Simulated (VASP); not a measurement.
Method: PBE GGA, VASP's PBE PAW potentials (set 64) (plane waves; VASP).

The input files of a VASP run:

**INCAR**
```
ALGO = Normal
EDIFF = 1E-6
ENCUT = 180
GGA = PE
ISIF = 2
ISMEAR = 0
LASPH = .True.
LCHARG = .False.
LREAL = .False.
LWAVE = .False.
NELM = 100
PREC = Accurate
SIGMA = 0.272
SYSTEM = Ca
```

KPOINTS:
```
K-points
0
gamma
  10 10 10
0 0 0
```

**POSCAR**
```
Ca
1
    0.0000000000     2.9183020000     2.9183020000
    2.9183020000     0.0000000000     2.9183020000
    2.9183020000     2.9183020000     0.0000000000
Ca
1
Direct
  0.0000000000   0.0000000000   0.0000000000
```

POTCAR, in this order: Ca_sv (PBE.64 set). Program: vasp_std.

The resulting files:

File OUTCAR:
```
 ion  position               nearest neighbor table
   1  0.000  0.000  0.000-
  LATTYP: Found a face centered cubic cell.
 ALAT       =     5.8366040000
 Subroutine PRICEL returns:
 Original cell was already a primitive cell.
 Subroutine GETGRP returns: Found 48 space group operations
The static configuration has the point symmetry O_h .
The dynamic configuration has the point symmetry O_h .
 Subroutine INISYM returns: Found 48 space group operations
 Subroutine IBZKPT returns following result:
 Found     47 irreducible k-points:

 Following reciprocal coordinates:
            Coordinates               Weight
  0.000000  0.000000  0.000000      1.000000
  0.100000  0.000000  0.000000      8.000000
  0.200000  0.000000  0.000000      8.000000
  0.300000  0.000000  0.000000      8.000000
  0.400000  0.000000  0.000000      8.000000
  0.500000  0.000000  0.000000      4.000000
  0.100000  0.100000  0.000000      6.000000
  0.200000  0.100000  0.000000     24.000000
  0.300000  0.100000  0.000000     24.000000
  0.400000  0.100000  0.000000     24.000000
...
```

OSZICAR:
```
       N       E                     dE             d eps       ncg     rms          rms(c)
DAV:   1     0.128659694792E+02    0.12866E+02   -0.33310E+03  1167   0.473E+02
DAV:   2    -0.194971409763E+01   -0.14816E+02   -0.14716E+02   960   0.108E+02
DAV:   3    -0.216731928913E+01   -0.21761E+00   -0.21552E+00  1417   0.102E+01
DAV:   4    -0.216986059656E+01   -0.25413E-02   -0.25312E-02  1151   0.784E-01
DAV:   5    -0.216987310818E+01   -0.12512E-04   -0.12500E-04  1420   0.382E-02    0.313E+00
DAV:   6    -0.213986141097E+01    0.30012E-01   -0.85385E-03   944   0.824E-01    0.182E+00
DAV:   7    -0.216330299872E+01   -0.23442E-01   -0.12358E-02   904   0.913E-01    0.709E-02
DAV:   8    -0.216361532660E+01   -0.31233E-03   -0.15245E-03  1130   0.334E-01    0.437E-02
DAV:   9    -0.216368610267E+01   -0.70776E-04   -0.88423E-05  1254   0.590E-02    0.189E-02
DAV:  10    -0.216369233555E+01   -0.62329E-05   -0.32833E-05  1357   0.589E-02    0.559E-03
DAV:  11    -0.216369039806E+01    0.19375E-05   -0.97136E-07  1214   0.924E-03    0.148E-03
DAV:  12    -0.216369018668E+01    0.21139E-06   -0.80592E-08   553   0.206E-03
   1 F= -.21636902E+01 E0= -.21401596E+01  d E =-.470613E-01
```

File OUTCAR:
```
------------------------ aborting loop because EDIFF is reached ----------------------------------------
  FORCE on cell =-STRESS in cart. coord.  units (eV):
  Direction    XX          YY          ZZ          XY          YZ          ZX
  --------------------------------------------------------------------------------------
  Total       -2.8594491     -2.8594491     -2.8594491     -0.0000000     -0.0000000      0.0000000
  in kB      -92.1663210    -92.1663210    -92.1663210     -0.0000000     -0.0000000      0.0000000
  external PRESSURE =     -92.1663210 kB  Pullay stress =       0.0000000 kB
  volume of cell :       49.71
      direct lattice vectors                 reciprocal lattice vectors
     0.000000000  2.918302000  2.918302000    -0.171332508  0.171332508  0.171332508
     2.918302000  0.000000000  2.918302000     0.171332508 -0.171332508  0.171332508
     2.918302000  2.918302000  0.000000000     0.171332508  0.171332508 -0.171332508
 POSITION                                       TOTAL-FORCE (eV/Angst)
 -----------------------------------------------------------------------------------
      0.00000      0.00000      0.00000         0.000000      0.000000     -0.000000
 -----------------------------------------------------------------------------------
    total drift:                               -0.000000     -0.000000      0.000000
  FREE ENERGIE OF THE ION-ELECTRON SYSTEM (eV)
  ---------------------------------------------------
  free  energy   TOTEN  =        -2.1636901867 eV

  energy  without entropy=       -2.1166289229  energy(sigma->0) =       -2.14015955
```
(Selected blocks of OUTCAR.)

At this cut-off the stress carries a Pulay error, which pulls relaxed volumes low.

The structure comes from a computed database's Ca entry; how it stands against other phases isn't given here. The cell was not relaxed at this level, and its volume differs by +9.3 % from the start's. The run is one of a series of settings (ENCUT = 180 against the base run), some of them coarse on purpose.
